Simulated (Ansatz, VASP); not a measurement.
# GaN in two plane-wave programs

Wanted: the spread between two codes on one cell, functional and k mesh. The cell is taken from a series of runs on this material, whose earlier steps may have relaxed, scaled, displaced or heated it; both programs get it as it stands.

Main program and level: Ansatz 0.2.0; plane waves, with VASP 6.6.1 beside it; zone-centre phonons at LDA.

## Step 1: The structure

The structure is cubic, space group F-43m (No. 216). Conventional cell: a = 4.457 Å, b = 4.457 Å, c = 4.457 Å, α = 90.00°, β = 90.00°, γ = 90.00°. Nearest to Ga lie 4 N at 1.93 Å. N has 4 Ga at 1.93 Å nearest. Farther neighbours and most contacts between anions are not listed.

Coordinates:

```cif
data_structure
_symmetry_space_group_name_H-M 'F-43m'
_symmetry_Int_Tables_number 216
_cell_length_a 4.4569
_cell_length_b 4.4569
_cell_length_c 4.4569
_cell_angle_alpha 90.000
_cell_angle_beta 90.000
_cell_angle_gamma 90.000
_cell_volume 88.53
loop_
_atom_site_label
_atom_site_type_symbol
_atom_site_symmetry_multiplicity
_atom_site_Wyckoff_symbol
_atom_site_fract_x
_atom_site_fract_y
_atom_site_fract_z
_atom_site_occupancy
Ga1 Ga 4 a 0.00000 0.00000 0.00000 1
N1 N 4 c 0.75000 0.25000 0.75000 1
```

## Step 2: VASP: zone-centre phonons, LDA

Second derivatives magnify differences that forces hide, and they need a tight electronic threshold.

Lines of VASP's logs that name or quote its potential files are left out, and so is its time.

The input, INCAR:

```
SYSTEM = GaN
PREC = Accurate
ENCUT = 600
EDIFF = 1E-08
NELM = 120
ISMEAR = 0
SIGMA = 0.01
LREAL = .FALSE.
ALGO = Normal
GGA = CA
NBANDS = 15
LORBIT = 11
LWAVE = .FALSE.
LCHARG = .FALSE.
ISIF = 2
IBRION = 8
LEPSILON = .TRUE.
LASPH = .TRUE.
GGA_COMPAT = .FALSE.
EFERMI = MIDGAP
KPAR = 2
```

The input, POSCAR:

```
GaN
1.0
   -2.2284417646      0.0000000000      2.2284417646
    0.0000000000      2.2284417646      2.2284417646
   -2.2284417646      2.2284417646      0.0000000000
Ga N
1 1
Direct
    0.0000000000      0.0000000000      0.0000000000
    0.7500000000      0.7500000000      0.7500000000
```

The input, KPOINTS:

```
Automatic mesh
0
Gamma
12 12 12
0 0 0
```

PAW data sets: Ga_d and N (LDA family, release 64).

Started as:

```bash
> mpirun -np 2 vasp_std
```

What it wrote:

```text
[banner, memory and clock lines left out]
running    2 mpi-ranks, on    1 nodes
 distrk:  each k-point on    1 cores,    2 groups
 distr:  one band on    1 cores,    1 groups

 POSCAR found type information on POSCAR GaN
 POSCAR found :  2 types and       2 ions
 LDA part: xc-table for (Slater(with rela. corr.)+CA(PZ))
 , standard interpolation
 POSCAR, INCAR and KPOINTS ok, starting setup
 FFT: planning ... GRIDC
 FFT: planning ... GRID_SOFT
 FFT: planning ... GRID
 WAVECAR not read
 entering main loop
       N       E                     dE             d eps       ncg     rms          rms(c)
DAV:   1     0.915133211421E+02    0.91513E+02   -0.10364E+04  2344   0.238E+03
DAV:   2    -0.917905783846E+01   -0.10069E+03   -0.93935E+02  2475   0.368E+02
DAV:   3    -0.159420183201E+02   -0.67630E+01   -0.67299E+01  2419   0.798E+01
DAV:   4    -0.160203075216E+02   -0.78289E-01   -0.78276E-01  2693   0.917E+00
DAV:   5    -0.160213139864E+02   -0.10065E-02   -0.10064E-02  2639   0.987E-01    0.761E+00
DAV:   6    -0.139998765358E+02    0.20214E+01   -0.52145E+00  3261   0.441E+01    0.266E+00
DAV:   7    -0.139724227102E+02    0.27454E-01   -0.26693E-01  2440   0.645E+00    0.168E+00
DAV:   8    -0.139476410973E+02    0.24782E-01   -0.70361E-02  2545   0.300E+00    0.695E-01
DAV:   9    -0.139443127736E+02    0.33283E-02   -0.12675E-02  2977   0.252E+00    0.199E-01
DAV:  10    -0.139443741127E+02   -0.61339E-04   -0.15924E-03  2746   0.584E-01    0.788E-02
DAV:  11    -0.139443073132E+02    0.66799E-04   -0.22332E-04  3346   0.280E-01    0.117E-02
DAV:  12    -0.139443092591E+02   -0.19459E-05   -0.17652E-05  2433   0.492E-02    0.209E-03
DAV:  13    -0.139443092244E+02    0.34684E-07   -0.65424E-07  3438   0.158E-02    0.146E-03
DAV:  14    -0.139443092278E+02   -0.34238E-08   -0.38679E-08  2411   0.199E-03
   1 F= -.13944309E+02 E0= -.13944309E+02  d E =0.000000E+00
 Linear response reoptimize wavefunctions to high precision
DAV:   1    -0.139443092276E+02    0.27831E-09   -0.12622E-09  1866   0.418E-04
DAV:   2    -0.139443092276E+02   -0.36380E-10   -0.38367E-10  1402   0.198E-04
 Linear response G [H, r] |phi>, progress :
  Direction:   1
       N       E                     dE             d eps       ncg     rms
RMM:   1    -0.457151637280E+02   -0.45715E+02   -0.30109E+01  2603   0.272E+02
RMM:   2    -0.491609426343E+02   -0.34458E+01   -0.68986E+01  4178   0.587E+01
RMM:   3    -0.502990841156E+02   -0.11381E+01   -0.37743E+00  4393   0.170E+01
RMM:   4    -0.503266889093E+02   -0.27605E-01   -0.24524E-01  4613   0.361E+00
RMM:   5    -0.503231832026E+02    0.35057E-02   -0.93001E-03  4755   0.766E-01
RMM:   6    -0.503236715848E+02   -0.48838E-03   -0.44437E-03  4801   0.232E-01
RMM:   7    -0.503232999493E+02    0.37164E-03    0.33557E-04  4827   0.686E-02
RMM:   8    -0.503233811862E+02   -0.81237E-04   -0.35841E-04  4864   0.225E-02
RMM:   9    -0.503233298852E+02    0.51301E-04    0.16939E-04  4802   0.789E-03
RMM:  10    -0.503233349227E+02   -0.50375E-05    0.12089E-04  4597   0.320E-03
RMM:  11    -0.503233302779E+02    0.46448E-05    0.16763E-04  4263   0.168E-03
RMM:  12    -0.503233321629E+02   -0.18851E-05    0.14882E-04  3785   0.112E-03
RMM:  13    -0.503233313516E+02    0.81135E-06    0.15695E-04  3269   0.970E-04
RMM:  14    -0.503233381755E+02   -0.68239E-05    0.88574E-05  2820   0.931E-04
RMM:  15    -0.503233340711E+02    0.41044E-05    0.13104E-04  2526   0.933E-04
RMM:  16    -0.503233355918E+02   -0.15207E-05    0.11540E-04  2423   0.938E-04
 Linear response G [H, r] |phi>, progress :
  Direction:   2
       N       E                     dE             d eps       ncg     rms
 LRF_COMMUTATOR internal error: the vector H(1)-e(1) S(1) |phi(0)> is not orthog
 onal to |phi(0)> (1.079145319491381E-004,9.992007221626409E-016)
 LRF_COMMUTATOR internal error: the vector H(1)-e(1) S(1) |phi(0)> is not orthog
 onal to |phi(0)> (1.085702212191286E-004,9.256484467812243E-015)
 LRF_COMMUTATOR internal error: the vector H(1)-e(1) S(1) |phi(0)> is not orthog
 onal to |phi(0)> (-1.237687966299892E-004,-2.502512086444142E-014)
RMM:   1    -0.456845758769E+02   -0.45685E+02   -0.66482E+00  2638   0.274E+02
 LRF_COMMUTATOR internal error: the vector H(1)-e(1) S(1) |phi(0)> is not orthog
 onal to |phi(0)> (1.085702212191286E-004,9.256484467812243E-015)
 LRF_COMMUTATOR internal error: the vector H(1)-e(1) S(1) |phi(0)> is not orthog
 onal to |phi(0)> (1.079145319491381E-004,9.992007221626409E-016)
 LRF_COMMUTATOR internal error: the vector H(1)-e(1) S(1) |phi(0)> is not orthog
 onal to |phi(0)> (-1.237687966299892E-004,-2.502512086444142E-014)
RMM:   2    -0.482022818664E+02   -0.25177E+01   -0.72370E+01  4175   0.592E+01
 LRF_COMMUTATOR internal error: the vector H(1)-e(1) S(1) |phi(0)> is not orthog
 onal to |phi(0)> (1.085702212191286E-004,9.256484467812243E-015)
 LRF_COMMUTATOR internal error: the vector H(1)-e(1) S(1) |phi(0)> is not orthog
 onal to |phi(0)> (1.079145319491381E-004,9.992007221626409E-016)
[...]
RMM:   1    -0.470921911270E-01   -0.47092E-01    0.20570E+00  2349   0.787E+00
RMM:   2    -0.359523973225E+00   -0.31243E+00   -0.30360E-02  4435   0.154E+00
RMM:   3    -0.361593189129E+00   -0.20692E-02   -0.49863E-03  4521   0.368E-01
RMM:   4    -0.361626027685E+00   -0.32839E-04   -0.10481E-04  4613   0.809E-02
[...]
RMM:   8    -0.304319105527E+00    0.30802E-06    0.57818E-07 17786   0.467E-03    0.281E-04
RMM:   9    -0.304322485062E+00   -0.33795E-05    0.28087E-07 17592   0.110E-03    0.894E-05
RMM:  10    -0.304320881697E+00    0.16034E-05    0.13255E-07 17497   0.309E-04    0.277E-05
RMM:  11    -0.304320720163E+00    0.16153E-06    0.32231E-08 11261   0.100E-04    0.128E-05
RMM:  12    -0.304320845996E+00   -0.12583E-06   -0.19610E-08  6660   0.644E-05    0.204E-06
 change of polarisation eV/A/(eV/A) component  1 :     0.578    -0.092    -0.063
 dielectric tensor                  component  1 :     5.724    -0.755    -0.517
 Linear response to external field, progress :
  Direction:   2
       N       E                     dE             d eps       ncg     rms          rms(c)
RMM:   1    -0.462250883972E-01   -0.46225E-01    0.17317E+00  9096   0.747E+00
RMM:   2    -0.300602685139E+00   -0.25438E+00   -0.29273E-02 17204   0.148E+00    0.836E-01
RMM:   3    -0.295800019311E+00    0.48027E-02   -0.47999E-03 16971   0.564E-01    0.478E-01
RMM:   4    -0.303966402684E+00   -0.81664E-02   -0.43864E-03 17065   0.576E-01    0.341E-02
RMM:   5    -0.304053931827E+00   -0.87529E-04   -0.24092E-04 17706   0.139E-01    0.288E-02
RMM:   6    -0.304096116582E+00   -0.42185E-04   -0.87106E-06 17404   0.370E-02    0.121E-02
RMM:   7    -0.304318841114E+00   -0.22272E-03   -0.45621E-07 17069   0.152E-02    0.179E-03
RMM:   8    -0.304318778585E+00    0.62529E-07    0.74900E-07 17808   0.467E-03    0.273E-04
RMM:   9    -0.304322099170E+00   -0.33206E-05    0.29534E-07 17583   0.109E-03    0.912E-05
RMM:  10    -0.304320586516E+00    0.15127E-05    0.14425E-07 17495   0.311E-04    0.281E-05
RMM:  11    -0.304320401349E+00    0.18517E-06    0.23198E-08 11341   0.101E-04    0.130E-05
RMM:  12    -0.304320533856E+00   -0.13251E-06   -0.22266E-08  6620   0.642E-05    0.242E-06
 change of polarisation eV/A/(eV/A) component  2 :    -0.115     0.578     0.064
 dielectric tensor                  component  2 :    -0.938     5.724     0.519
 Linear response to external field, progress :
  Direction:   3
       N       E                     dE             d eps       ncg     rms          rms(c)
RMM:   1    -0.464057066353E-01   -0.46406E-01    0.17299E+00  9095   0.747E+00
RMM:   2    -0.300602052262E+00   -0.25420E+00   -0.29278E-02 17202   0.148E+00    0.836E-01
RMM:   3    -0.295799958834E+00    0.48021E-02   -0.47906E-03 16970   0.564E-01    0.478E-01
RMM:   4    -0.303964652374E+00   -0.81647E-02   -0.43811E-03 17070   0.576E-01    0.341E-02
RMM:   5    -0.304054109934E+00   -0.89458E-04   -0.24456E-04 17710   0.139E-01    0.288E-02
RMM:   6    -0.304097002389E+00   -0.42892E-04   -0.10642E-05 17408   0.370E-02    0.121E-02
RMM:   7    -0.304319417635E+00   -0.22242E-03   -0.13544E-06 17073   0.152E-02    0.178E-03
RMM:   8    -0.304319096972E+00    0.32066E-06    0.55211E-07 17801   0.466E-03    0.280E-04
RMM:   9    -0.304322405009E+00   -0.33080E-05    0.22956E-07 17585   0.110E-03    0.898E-05
RMM:  10    -0.304320870149E+00    0.15349E-05    0.12061E-07 17506   0.310E-04    0.277E-05
RMM:  11    -0.304320677875E+00    0.19227E-06    0.19306E-08 11229   0.100E-04    0.132E-05
RMM:  12    -0.304320808730E+00   -0.13086E-06   -0.28054E-08  6656   0.644E-05    0.237E-06
 change of polarisation eV/A/(eV/A) component  3 :    -0.103     0.075     0.578
 dielectric tensor                  component  3 :    -0.844     0.613     5.724
 Linear response DOF=           2
 Linear response progress:
  Degree of freedom:   1/  2
       N       E                     dE             d eps       ncg     rms          rms(c)
RMM:   1    -0.163250749241E+00   -0.16325E+00    0.27216E-01 10710   0.922E+00
RMM:   2    -0.161092640801E+00    0.21581E-02   -0.34066E-02 16274   0.167E+00    0.558E-02
RMM:   3    -0.161282379829E+00   -0.18974E-03   -0.24664E-03 16566   0.397E-01    0.338E-02
RMM:   4    -0.160905178986E+00    0.37720E-03   -0.15426E-04 17297   0.110E-01    0.354E-03
RMM:   5    -0.160917970875E+00   -0.12792E-04   -0.26682E-05 17842   0.317E-02    0.213E-03
RMM:   6    -0.160912349739E+00    0.56211E-05   -0.86777E-06 17812   0.998E-03    0.319E-04
RMM:   7    -0.160911975214E+00    0.37453E-06   -0.30575E-06 18101   0.349E-03    0.189E-04
RMM:   8    -0.160911937709E+00    0.37505E-07   -0.18854E-06 17947   0.120E-03    0.359E-05
RMM:   9    -0.160911744952E+00    0.19276E-06   -0.72638E-07 18033   0.462E-04    0.111E-05
RMM:  10    -0.160911653595E+00    0.91357E-07   -0.77339E-07 17812   0.200E-04    0.239E-06
RMM:  11    -0.160911548843E+00    0.10475E-06    0.19733E-07 18240   0.102E-04    0.701E-07
RMM:  12    -0.160911595539E+00   -0.46697E-07   -0.32729E-07 17497   0.665E-05    0.370E-07
RMM:  13    -0.160911546046E+00    0.49494E-07    0.12565E-07 15621   0.522E-05    0.968E-08
 first order change of Fermi-energy   0.65402E+00
 force on displaced ion       1 direction 1 : -13.269   0.000   0.000
 Born effective charge ion    1 direction 1 :   2.624   0.000   0.000
 Linear response progress:
  Degree of freedom:   2/  2
       N       E                     dE             d eps       ncg     rms          rms(c)
RMM:   1    -0.236190511269E+00   -0.23619E+00    0.91039E-02 19454   0.404E+00
RMM:   2    -0.227171867335E+00    0.90186E-02   -0.86087E-03 14528   0.103E+00    0.143E-01
RMM:   3    -0.228251685914E+00   -0.10798E-02   -0.15296E-03 16041   0.334E-01    0.704E-02
RMM:   4    -0.229466022949E+00   -0.12143E-02   -0.36060E-04 15925   0.133E-01    0.177E-02
RMM:   5    -0.229545669297E+00   -0.79646E-04   -0.12936E-05 16545   0.312E-02    0.268E-03
RMM:   6    -0.229494193361E+00    0.51476E-04   -0.10392E-06 16154   0.799E-03    0.126E-03
RMM:   7    -0.229487775050E+00    0.64183E-05   -0.23603E-08 16940   0.199E-03    0.217E-04
RMM:   8    -0.229486015473E+00    0.17596E-05    0.10006E-08 16723   0.534E-04    0.268E-05
RMM:   9    -0.229485737257E+00    0.27822E-06    0.70736E-09 16897   0.175E-04    0.123E-05
RMM:  10    -0.229485806564E+00   -0.69307E-07    0.81020E-09 16692   0.868E-05    0.211E-06
RMM:  11    -0.229485827473E+00   -0.20909E-07    0.79865E-09 16686   0.554E-05    0.529E-07
RMM:  12    -0.229485824835E+00    0.26380E-08    0.91511E-09 15374   0.461E-05    0.201E-07
 first order change of Fermi-energy  -0.65532E+00
 force on displaced ion       2 direction 1 : -13.285  -0.000  -0.000
 Born effective charge ion    2 direction 1 :  -2.626   0.000   0.000
 Born effective charges drift removed
 Linear response finished
```

From OUTCAR (step 2):

```text
ion  position               nearest neighbor table
   1  0.000  0.000  0.000-   2 1.93   2 1.93   2 1.93   2 1.93
   2  0.750  0.750  0.750-   1 1.93   1 1.93   1 1.93   1 1.93

  LATTYP: Found a face centered cubic cell.
 ALAT       =     4.4568835292

 Subroutine GETGRP returns: Found 24 space group operations
 (whereof 24 operations were pure point group operations)

The static configuration has the point symmetry T_d .

 Found     72 irreducible k-points:

   k-points           NKPTS =     72   k-points in BZ     NKDIM =     72   number of bands    NBANDS=     15

   dimension x,y,z NGX =    28 NGY =   28 NGZ =   28
   dimension x,y,z NGXF=    56 NGYF=   56 NGZF=   56

   ENCUT  =  600.0 eV  44.10 Ry    6.64 a.u.   6.29  6.29  6.29*2*pi/ulx,y,z

   NELECT =      18.0000    total number of electrons

 k-points in reciprocal lattice and weights: Automatic mesh
   0.00000000  0.00000000  0.00000000       0.001
   0.08333333  0.00000000  0.00000000       0.005
   0.16666667  0.00000000  0.00000000       0.005
   0.25000000  0.00000000  0.00000000       0.005
   0.33333333  0.00000000  0.00000000       0.005
   0.41666667  0.00000000  0.00000000       0.005
   0.50000000  0.00000000  0.00000000       0.002
   0.08333333  0.08333333  0.00000000       0.003
   0.16666667  0.08333333  0.00000000       0.014
[...]
-0.33333333  0.50000000  0.16666667       0.007
  -0.25000000  0.50000000  0.25000000       0.003

 average (electrostatic) potential at core
       1 -64.3777       2 -61.6486

  Total        0.1097516      0.1097516      0.1097516      0.0000000      0.0000000      0.0000000
  in kB        7.9448847      7.9448847      7.9448847      0.0000000      0.0000000      0.0000000
  external PRESSURE =       7.9448847 kB  Pullay stress =       0.0000000 kB

  energy-cutoff  :      600.00
  volume of cell :       22.13
      direct lattice vectors                 reciprocal lattice vectors
    -2.228441765  0.000000000  2.228441765    -0.224372029 -0.224372029  0.224372029
     0.000000000  2.228441765  2.228441765     0.224372029  0.224372029  0.224372029
    -2.228441765  2.228441765  0.000000000    -0.224372029  0.224372029 -0.224372029

 POSITION                                       TOTAL-FORCE (eV/Angst)
 -----------------------------------------------------------------------------------
      0.00000      0.00000      0.00000        -0.000000      0.000000      0.000000
     -3.34266      3.34266      3.34266         0.000000     -0.000000     -0.000000
 -----------------------------------------------------------------------------------
    total drift:                               -0.000000      0.000000     -0.000000

 MACROSCOPIC STATIC DIELECTRIC TENSOR (including local field effects in DFT)
 ------------------------------------------------------
           5.723894     0.000000     0.000000
           0.000000     5.723894    -0.000000
           0.000000     0.000000     5.723894
 ------------------------------------------------------

 PIEZOELECTRIC TENSOR (including local field effects)  for field in x, y, z        (C/m^2)
          XX          YY          ZZ          XY          YZ          ZX
  --------------------------------------------------------------------------------
  x     0.00000    -0.00000     0.00000     0.00000    -1.01459     0.00000
  y     0.00000     0.00000    -0.00000     0.00000     0.00000    -1.01459
  z     0.00000    -0.00000    -0.00000    -1.01459     0.00000     0.00000

 BORN EFFECTIVE CHARGES (including local field effects) (in |e|, cummulative output)
 ---------------------------------------------------------------------------------
 ion    1
    1     2.62533     0.00000     0.00000
    2     0.00000     2.62533     0.00000
    3     0.00000     0.00000     2.62533
 ion    2
    1    -2.62533     0.00000     0.00000
    2     0.00000    -2.62533    -0.00000
    3    -0.00000    -0.00000    -2.62533

 Eigenvectors and eigenvalues of the dynamical matrix
 ----------------------------------------------------

   1 f  =   16.685681 THz   104.839228 2PiTHz  556.574419 cm-1    69.006402 meV
             X         Y         Z           dx          dy          dz
      0.000000  0.000000  0.000000     0.000000    0.000000   -0.408732
     -3.342663  3.342663  3.342663     0.000000   -0.000000    0.912654

   2 f  =   16.685681 THz   104.839228 2PiTHz  556.574419 cm-1    69.006402 meV
             X         Y         Z           dx          dy          dz
      0.000000  0.000000  0.000000     0.408732   -0.000000    0.000000
     -3.342663  3.342663  3.342663    -0.912654    0.000000   -0.000000

   3 f  =   16.685681 THz   104.839228 2PiTHz  556.574419 cm-1    69.006402 meV
             X         Y         Z           dx          dy          dz
      0.000000  0.000000  0.000000    -0.000000   -0.408732   -0.000000
     -3.342663  3.342663  3.342663     0.000000    0.912654    0.000000

   4 f/i=    0.003710 THz     0.023312 2PiTHz    0.123762 cm-1     0.015344 meV
             X         Y         Z           dx          dy          dz
      0.000000  0.000000  0.000000     0.488320    0.766596    0.082536
     -3.342663  3.342663  3.342663     0.218694    0.343320    0.036964

   5 f/i=    0.003710 THz     0.023312 2PiTHz    0.123762 cm-1     0.015344 meV
             X         Y         Z           dx          dy          dz
      0.000000  0.000000  0.000000    -0.770703    0.488139    0.025982
     -3.342663  3.342663  3.342663    -0.345159    0.218613    0.011636

   6 f/i=    0.003710 THz     0.023312 2PiTHz    0.123762 cm-1     0.015344 meV
             X         Y         Z           dx          dy          dz
      0.000000  0.000000  0.000000    -0.022321   -0.083601    0.908543
     -3.342663  3.342663  3.342663    -0.009996   -0.037441    0.406891

 MACROSCOPIC STATIC DIELECTRIC TENSOR IONIC CONTRIBUTION
 ------------------------------------------------------
           4.244240    -0.000000    -0.000000
          -0.000000     4.244240    -0.000000
          -0.000000    -0.000000     4.244240
 ------------------------------------------------------

 ELASTIC MODULI CONTR FROM IONIC RELAXATION (kBar)
 Direction    XX          YY          ZZ          XY          YZ          ZX
 --------------------------------------------------------------------------------
 XX          -0.0000      0.0000     -0.0000      0.0000     -0.0000     -0.0000
 YY           0.0000     -0.0000      0.0000     -0.0000     -0.0000      0.0000
 ZZ          -0.0000      0.0000     -0.0000      0.0000      0.0000     -0.0000
 XY           0.0000     -0.0000      0.0000   -444.1482      0.0000      0.0000
 YZ          -0.0000     -0.0000      0.0000      0.0000   -444.1482      0.0000
 ZX          -0.0000      0.0000     -0.0000      0.0000      0.0000   -444.1482
 --------------------------------------------------------------------------------

 PIEZOELECTRIC TENSOR IONIC CONTR  for field in x, y, z        (C/m^2)
          XX          YY          ZZ          XY          YZ          ZX
  --------------------------------------------------------------------------------
  x     0.00000     0.00000    -0.00000    -0.00000     1.29192    -0.00000
  y     0.00000    -0.00000     0.00000    -0.00000    -0.00000     1.29192
  z    -0.00000     0.00000    -0.00000     1.29192    -0.00000    -0.00000
```

(Part 1 of 2 ends here.)

[Lines on the potential files, build, host, timing and source positions are cut from VASP's logs without a mark.]

[Logs are printed without paths, hosts, clocks, repeated set-up lines and the standing remarks that a program may print on its own settings, such as how far it seeks lower states.]

[Hosts, paths, dates, database ids (printed as entryN), source tags and the programs' standing remarks are cut or masked in the printed files.]
